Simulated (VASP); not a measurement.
Level of theory: optB86b-vdW, VASP's PBE PAW potentials (set 64) (plane waves; VASP).

The input files of a VASP run:

INCAR:
```
LREAL = .FALSE.   ! projection in real space or not
GGA = MK
EDIFF = 1E-7
AGGAC = 0.0
ENCUT = 520   ! plane-wave cut-off (eV)
LORBIT = 11
LMAXMIX = 6   ! l cut-off of mixed one-centre charges
LWAVE = .FALSE.
NEDOS = 601   ! DOS grid
PARAM2 = 1.0
SYSTEM = Lu
LCHARG = .TRUE.
ALGO = Normal   ! blocked Davidson
PARAM1 = 0.1234
NELM = 100
PREC = Accurate
ISMEAR = -5   ! tetrahedra, Bloechl
LASPH = .TRUE.   ! aspherical one-centre terms
ISIF = 2   ! forces and stress, cell fixed
LUSE_VDW = .TRUE.
```

POSCAR:
```
Lu
1
    1.7354253089    -3.0058448923     0.0000000000
    1.7354253089     3.0058448923     0.0000000000
    0.0000000000     0.0000000000     5.4044811280
Lu
2
Direct
  0.3333330000   0.6666670000   0.2500000000
  0.6666670000   0.3333330000   0.7500000000
```

**KPOINTS**
```
kpoints
0
gamma
14 14 8
0 0 0
```

POTCAR, in this order: Lu_3 (PBE.64 set). Program: vasp_std.

What VASP printed:

### OSZICAR
```
       N       E                     dE             d eps       ncg     rms          rms(c)
DAV:   1     0.472727556383E+02    0.47273E+02   -0.87366E+03  5590   0.150E+03
DAV:   2    -0.184816101816E+01   -0.49121E+02   -0.48031E+02  5341   0.708E+02
DAV:   3    -0.390543610468E+01   -0.20573E+01   -0.19699E+01  5582   0.612E+01
DAV:   4    -0.399337074500E+01   -0.87935E-01   -0.83513E-01  5652   0.903E+00
DAV:   5    -0.399702736007E+01   -0.36566E-02   -0.35874E-02  5380   0.196E+00    0.258E+01
DAV:   6    -0.400386167901E+01   -0.68343E-02   -0.28029E-02  5256   0.393E+00    0.153E+01
DAV:   7    -0.401800582491E+01   -0.14144E-01   -0.55841E-02  5097   0.551E+00    0.375E-01
DAV:   8    -0.401809605987E+01   -0.90235E-04   -0.37127E-03  5108   0.897E-01    0.707E-02
DAV:   9    -0.401812433679E+01   -0.28277E-04   -0.18313E-04  5460   0.203E-01    0.293E-02
DAV:  10    -0.401812327992E+01    0.10569E-05   -0.20860E-05  5289   0.705E-02    0.389E-02
DAV:  11    -0.401812375215E+01   -0.47223E-06   -0.20098E-06  5205   0.191E-02    0.133E-03
DAV:  12    -0.401812394000E+01   -0.18785E-06   -0.70867E-08  2875   0.606E-03    0.205E-03
DAV:  13    -0.401812392411E+01    0.15883E-07   -0.23936E-08  2665   0.962E-03
   1 F= -.40181239E+01 E0= -.40181239E+01  d E =0.000000E+00
```

OUTCAR:
```
------------------------ aborting loop because EDIFF is reached ----------------------------------------
  FORCE on cell =-STRESS in cart. coord.  units (eV):
  Direction    XX          YY          ZZ          XY          YZ          ZX
  --------------------------------------------------------------------------------------
  Total        0.0691557      0.0691557     -0.0273523     -0.0000000      0.0000000      0.0000000
  in kB        1.9650871      1.9650872     -0.7772283     -0.0000000      0.0000000      0.0000000
  external PRESSURE =       1.0509820 kB  Pullay stress =       0.0000000 kB
  volume of cell :       56.38
      direct lattice vectors                 reciprocal lattice vectors
     1.735425309 -3.005844892  0.000000000     0.288113811 -0.166342582  0.000000000
     1.735425309  3.005844892  0.000000000     0.288113811  0.166342582  0.000000000
     0.000000000  0.000000000  5.404481128     0.000000000  0.000000000  0.185031639
 POSITION                                       TOTAL-FORCE (eV/Angst)
 -----------------------------------------------------------------------------------
      1.73543      1.00195      1.35112        -0.000000      0.000000      0.000000
      1.73543     -1.00195      4.05336         0.000000     -0.000000      0.000000
 -----------------------------------------------------------------------------------
    total drift:                                0.000000      0.000067     -0.000012
  FREE ENERGIE OF THE ION-ELECTRON SYSTEM (eV)
  ---------------------------------------------------
  free  energy   TOTEN  =        -4.0181239241 eV

  energy  without entropy=       -4.0181239241  energy(sigma->0) =       -4.01812392

 total charge

# of ion       s       p       d       tot
------------------------------------------
    1        0.513   6.436   0.961   7.910
    2        0.513   6.436   0.961   7.910
--------------------------------------------------
tot          1.025  12.872   1.923  15.820
```
(Selected blocks of OUTCAR.)

For a metal the tetrahedron method with Blöchl corrections gives inexact stress and forces.

The compound is Lu in the hcp structure. It was relaxed first.
